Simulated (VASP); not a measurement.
Here is the system:

```
CdO
1.0
    0.00000     2.39971     2.39971
    2.39971     0.00000     2.39971
    2.39971     2.39971     0.00000
Cd O
1 1
Direct
  0.00000   0.00000   0.00000
  0.50000   0.50000   0.50000
```

All values below come from PBEsol GGA, VASP's PBE PAW potentials (set 64) (plane waves; VASP). Run with 520 eV cut-off, 13×13×13 Γ-centred mesh, first-order Methfessel-Paxton smearing of 0.10 eV, potentials Cd O.

Question: The job: CdO (rock salt), 2 atoms, PBEsol, static run, 520 eV, 13×13×13 Γ-centred mesh. Roughly how much core time does it take on a busy server core?

Answer: About 20 core-seconds (one run on a shared machine, a rough figure). It had 84 irreducible k-points, 13 bands, up to 757 plane waves and 14 electronic steps.

The compound is CdO in the rock salt structure. This cell is one point of a volume scan, at 1.06 of the reference volume.
